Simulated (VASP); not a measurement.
**FeC23 (a cell with a defect): single point with PBEsol+U**

The system is FeC23 (a cell with a defect).

```
Fe C
1.0
     0.00000    5.35032    5.35032
     3.56688    0.00000    3.56688
     3.56688    3.56688    0.00000
Fe C
1 23
Cartesian
  0.0216 5.2994 5.3028
  1.7791 1.7797 0.0098
  5.3461 3.5692 1.7872
  3.5597 1.7868 1.7927
  0.0216 1.7814 1.7886
  5.3129 3.5651 5.3847
  5.3124 5.3781 3.5718
  3.5731 3.5616 3.5687
  3.5608 7.1267 3.5676
  1.8274 5.3323 3.5384
  1.8274 3.5309 5.3400
  3.5659 5.3500 5.3579
  0.9842 0.9960 1.0036
  2.5397 2.5929 1.0263
  2.5383 1.0213 2.5980
  4.4550 2.6770 2.6842
  0.8340 2.6988 2.7056
  2.7047 4.4559 2.6544
  2.7048 2.6472 4.4630
  4.4482 4.4586 4.4657
  1.0773 4.2987 4.3067
  2.6792 6.2407 4.4693
  2.6791 4.4616 6.2490
  4.4668 6.2322 6.2397
```

| Property | Result |
| --- | --- |
| Program | VASP 6.6.1 |
| Task | single point |
| Functional | PBEsol |
| Potentials or basis | VASP PAW PBE potentials, release 64 (Fe, C) |
| Cutoff | 450 eV |
| k mesh | 3 × 4 × 4 |
| Occupations | gaussian, width 0.03 eV |
| Spin | collinear spin, ferromagnetic start |
| Starting moments | [4.0, 0.0, 0.0, 0.0, 0.0, 0.0, 0.0, 0.0, 0.0, 0.0, 0.0, 0.0, 0.0, 0.0, 0.0, 0.0, 0.0, 0.0, 0.0, 0.0, 0.0, 0.0, 0.0, 0.0] μB |
| Fixed moment | 4 μB |
| Hubbard terms | Fe d U = 6 eV |
| Dq | 0 |
| Further INCAR settings | LREAL = Auto; ALGO = Normal; EDIFF = 1e-05; ISYM = 0 |

| Quantity | Value |
| --- | --- |
| Largest force | 0.217 eV/Å |
| Net moment | 4.00 μB per cell |
| Site moments | Fe +3.21; C +0.01, +0.02, -0.00, +0.00, +0.03, +0.04, +0.14 μB |
| Valence electrons inside the program's atomic spheres | Fe 8.61; C 2.59, 2.57, 2.63, 2.58, 2.62, 2.69, 2.67, 2.70, 2.55 |

Forces on the atoms (eV/Å):
```
Fe  -0.010  0.018  0.040
C    0.004  0.006  0.017
C   -0.006  0.020 -0.001
C   -0.024  0.002  0.009
C    0.010 -0.028 -0.026
C    0.021 -0.005 -0.029
C    0.026 -0.028  0.002
C    0.006  0.004  0.009
C    0.026  0.014  0.010
C   -0.021 -0.016  0.025
C   -0.018  0.019 -0.016
C   -0.006  0.009  0.002
C   -0.062 -0.090 -0.100
C    0.103  0.034 -0.103
C    0.111 -0.108  0.050
C    0.004 -0.006 -0.006
C   -0.012 -0.003 -0.002
C    0.004  0.005 -0.003
C   -0.002 -0.001  0.005
C   -0.005  0.006  0.002
C   -0.146  0.116  0.111
C    0.000  0.013  0.009
C    0.006  0.011 -0.008
C   -0.011  0.009  0.005
```

Eigenvalues of the final occupation matrices:
| site | spin | trace | eigenvalues |
| --- | --- | --- | --- |
| site 1 d | 1 | 4.96 | 0.97 0.98 0.99 0.99 1.04 |
| site 1 d | 2 | 2.03 | 0.05 0.05 0.62 0.65 0.66 |

It took 3.2 min on 4 MPI ranks on Intel(R) Xeon(R) 6975P-C (Granite Rapids) (shared host), peak memory 0.44 GiB a rank.

Caveat: the k mesh is coarse (spacing up to 0.38 Å⁻¹), so the values aren't converged; the PAW data sets were made with another functional, which shifts forces and pressure a little; the total moment is fixed, so each spin has its own Fermi level; the U is typed as a test and isn't derived for this compound. The state reached can hang on the start; a lower one may exist.
